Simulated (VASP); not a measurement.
Input:

```
CELL_PARAMETERS angstrom
      3.52033     0.00000     0.00000
      0.00000     3.52033     0.00000
      0.00000     0.00000     3.52033
ATOMIC_POSITIONS crystal
  Al 0.00000 0.00000 0.00000
  Ni 0.00000 0.50000 0.50000
  Ni 0.50000 0.00000 0.50000
  Ni 0.50000 0.50000 0.00000
```
Starting moments (μB, in the order of the record's atoms Al Ni Ni Ni): 0.0 0.5 0.5 0.5.

Calculation: PBEsol GGA, VASP's PBE PAW potentials (set 64) (plane waves; VASP). Settings: PREC = Normal, EDIFF = 1E-5, 400 eV cut-off, 12×12×12 Γ-centred mesh, first-order Methfessel-Paxton smearing of 0.10 eV, potentials Al Ni.

Task: Predict the cell moment, energy per atom (σ→0), band gap (on the k-mesh) with the smallest direct gap where there is one.

Result: 
```yaml
band gap (on the k-mesh): none (metal, semimetal or under 0.01 eV)
cell_moment: 0.71 μB
energy per atom (σ→0): -6.074 eV/atom
```

Task: Give the moment on each site (PAW-sphere projection).

Result: 
```tsv
site	moment (μB)
Al1	-0.01
Ni2	0.25
Ni3	0.25
Ni4	0.25
```

The absolute energy has meaning only against runs of the same code, potentials and settings.

The compound is Ni3Al in the L1_2 structure. It was relaxed first.
